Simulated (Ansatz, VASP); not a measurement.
**SrMg in VASP and in Ansatz**

```
CELL_PARAMETERS angstrom
0.00000 3.49951 3.21955
3.49951 0.00000 3.21955
3.49951 3.49951 0.00000
ATOMIC_POSITIONS crystal
Sr 0.50000 0.50000 0.50000
Mg 0.00000 0.00000 0.00000
```

Change from the starting cell: strain +0.000 along x and y, -0.080 along z, atoms carried along.

Alike in both runs: task single point; functional LDA; k mesh 12 × 12 × 12; occupations gaussian, width 0.15 eV; no spin polarisation.

|  | VASP | Ansatz |
| --- | --- | --- |
| version | VASP 6.6.1 | Ansatz 0.2.0 |
| potentials or method | VASP PAW LDA potentials, release 64 (Sr_sv, Mg) | scalar-relativistic, plane waves, PAW |
| plane-wave cutoff (eV) | 520 | 420 |
| valence electrons in the cell | 12 | 20 |

Ansatz gave:

| Property | Result |
| --- | --- |
| gap on the k mesh at the Fermi level (eV) | none |
| pressure (GPa) | 0.3 |
| largest component of the traceless stress (GPa) | 3.33 |

What did VASP give for the same quantities?

gap on the k mesh at the Fermi level (eV): none; pressure (GPa): 0.2; largest component of the traceless stress (GPa): 3.37.

A gap of «none» marks a metal or a gap that the smearing closes. The two sets of potentials don't hold the same shells in valence.
